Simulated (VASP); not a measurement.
Given:

```xyz
2
Lattice="0.0000 2.2634 2.2634 2.2634 0.0000 2.2634 2.2634 2.2634 0.0000" Properties=species:S:1:pos:R:3 pbc="T T T"
B      0.0000     0.0000     0.0000
P      1.1317     1.1317     1.1317
```

These are r2SCAN+rVV10, VASP's PBE PAW potentials (set 64) (plane waves; VASP) values and carry that method's errors. Settings: 520 eV cut-off, 10×10×10 Γ-centred mesh, Gaussian smearing of 0.050 eV, potentials B P.

What does the run give for the energy per atom (σ→0)?

The energy per atom (σ→0) is -8.613 eV/atom.

The absolute energy has meaning only against runs of the same code, potentials and settings.

The compound is BP in the zinc blende structure. It was relaxed first.
